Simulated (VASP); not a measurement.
Input for VASP

**INCAR**
```
SYSTEM = ZrO2
PREC = Accurate
ENCUT = 620
EDIFF = 1E-6
NELM = 100
ALGO = Normal
LREAL = .FALSE.
LASPH = .TRUE.
ISMEAR = 0
SIGMA = 0.05
METAGGA = R2SCAN
LMIXTAU = .TRUE.
LMAXMIX = 4
LWAVE = .FALSE.
LCHARG = .FALSE.
IBRION = 2
ISIF = 3
NSW = 40
EDIFFG = -0.02
PSTRESS = 300
```

### KPOINTS
```
kpoints
0
gamma
8 8 8
```

**POSCAR**
```
ZrO2
1.0
  0.0000000000   2.4658311087   2.4658311087
  2.4658311087   0.0000000000   2.4658311087
  2.4658311087   2.4658311087   0.0000000000
Zr O
1 2
Cart
  0.0000000000   0.0000000000   0.0000000000
  1.2329155544   1.2329155544   1.2329155544
  3.6987466631   3.6987466631   3.6987466631
```

POTCAR, in this order: Zr_sv O (PBE.64 set). Program: vasp_std.

Problem. Write an equivalent input for Ansatz.

Solution. One equivalent input (not run):
Ansatz 0.2 input:
```yaml
crystal:
  lattice:
    - [0.0000000, 2.4658311, 2.4658311]
    - [2.4658311, 0.0000000, 2.4658311]
    - [2.4658311, 2.4658311, 0.0000000]
  atoms:
    - { symbol: Zr, position: [0.0000000, 0.0000000, 0.0000000] }
    - { symbol: O, position: [0.2500000, 0.2500000, 0.2500000] }
    - { symbol: O, position: [0.7500000, 0.7500000, 0.7500000] }
kpoints:
  mp_grid: { grid: [8, 8, 8] }
hamiltonian:
  xc: r2scan
  pseudopotentials: { kind: paw }
scf:
  occupations: { method: gaussian, width: 0.05 }
  max_iter: 100
relax:
  max_steps: 40
  f_tol: 0.02
  cell: { p_target: 30 }
output: { forces: true, stress: true, eigenvalues: true }
```
What does not carry over: each code has its own PAW files, so the cut-off isn't converted (ENCUT is set for VASP's; basis.ecutwfc is left out, and Ansatz then takes the one that its files recommend); Ansatz stops its SCF on the density residual and VASP on the energy change (EDIFF).

The compound is ZrO2 in the fluorite structure, the high-temperature cubic form, which is unstable at 0 K; the monoclinic form is the stable one. It was relaxed first under an external pressure of 30 GPa.
